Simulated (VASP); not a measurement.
VASP input:

**INCAR**
```
SYSTEM  =  TiN
NELM  =  100   ! most electronic steps
LCHARG  =  .FALSE.
LDAU  =  .TRUE.
ENCUT  =  520   ! plane-wave cut-off (eV)
LDAUPRINT  =  1
LDAUTYPE  =  2   ! Dudarev
EDIFF  =  1E-6   ! SCF stop (eV)
LDAUU  =  3.0 0
LASPH  =  .TRUE.   ! aspherical one-centre terms
ISMEAR  =  1   ! Methfessel-Paxton
LDAUL  =  2 -1
GGA  =  PE   ! PBE
LWAVE  =  .FALSE.
LDAUJ  =  0 0
SIGMA  =  0.1   ! width (eV)
PREC  =  Accurate
LMAXMIX  =  4   ! l cut-off of mixed one-centre charges
ISIF  =  2   ! forces and stress, cell fixed
ALGO  =  Normal   ! blocked Davidson
LREAL  =  .FALSE.
LORBIT  =  10
```

File KPOINTS:
```
Regular mesh
0
gamma
  13 13 13
0 0 0
```

### POSCAR
```
TiN
1
    0.0000000000     2.1200000000     2.1200000000
    2.1200000000     0.0000000000     2.1200000000
    2.1200000000     2.1200000000     0.0000000000
Ti N
1 1
Direct
  0.0000000000   0.0000000000   0.0000000000
  0.5000000000   0.5000000000   0.5000000000
```

POTCAR, in this order: Ti_sv N (PBE.64 set). Program: vasp_std.

Question: Write an equivalent input for Quantum ESPRESSO's pw.x.

Answer: One equivalent input (not run):
```
&CONTROL
  calculation = 'scf'
  pseudo_dir = './pseudo'
  outdir = './out'
  tprnfor = .true.
  tstress = .true.
/
&SYSTEM
  ibrav = 0
  nat = 2
  ntyp = 2
  ecutwfc = 84
  occupations = 'smearing'
  smearing = 'methfessel-paxton'
  degauss = 0.00735
  input_dft = 'pbe'
/
&ELECTRONS
  conv_thr = 7.3e-08
  electron_maxstep = 100
/
ATOMIC_SPECIES
  Ti 47.867 Ti.upf
  N 14.007 N.upf
CELL_PARAMETERS angstrom
     0.0000000    2.1200000    2.1200000
     2.1200000    0.0000000    2.1200000
     2.1200000    2.1200000    0.0000000
ATOMIC_POSITIONS crystal
  Ti   0.0000000  0.0000000  0.0000000
  N    0.5000000  0.5000000  0.5000000
K_POINTS automatic
  13 13 13 0 0 0
HUBBARD {ortho-atomic}
U Ti-3d 3
```
The two are equivalent in intent, not identical: the potentials are each code's own (VASP's PAW set, PseudoDojo norm-conserving files in pw.x), so ENCUT and ecutwfc are chosen apart and not converted; conv_thr bounds pw.x's estimated SCF error, while EDIFF bounds the energy change between steps; the +U projectors differ (PAW spheres against orthogonalised atomic orbitals), so the same U acts differently.

The compound is TiN in the rock salt structure. The cell was not relaxed at this level. The run is one of a series of settings (LDAU = .TRUE., LDAUJ = 0 0, LDAUL = 2 -1, LDAUTYPE = 2, LDAUU = 3.0 0 against the base run), some of them coarse on purpose.
